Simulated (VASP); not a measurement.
Given:

```
MgTe
1.0
    2.32050    -4.01922     0.00000
    2.32050     4.01922     0.00000
    0.00000     0.00000     7.53780
Mg Te
2 2
Direct
  0.66667   0.33333   0.50000
  0.33333   0.66667   0.00000
  0.66667   0.33333   0.87600
  0.33333   0.66667   0.37600
```

All values below come from PBE GGA, VASP's PBE PAW potentials (set 64) (plane waves; VASP 6.6.1). Run with 400 eV cut-off, 5×5×3 Γ-centred mesh, Gaussian smearing of 0.050 eV, potentials Mg Te.

Problem. What does the run give for the energy per atom (σ→0)?

Solution. 
| Item | Value |
|---|---|
| energy per atom (σ→0) | -308.7 kJ/mol-atom |

The compound is MgTe in the wurtzite structure. The cell was not relaxed at this level.
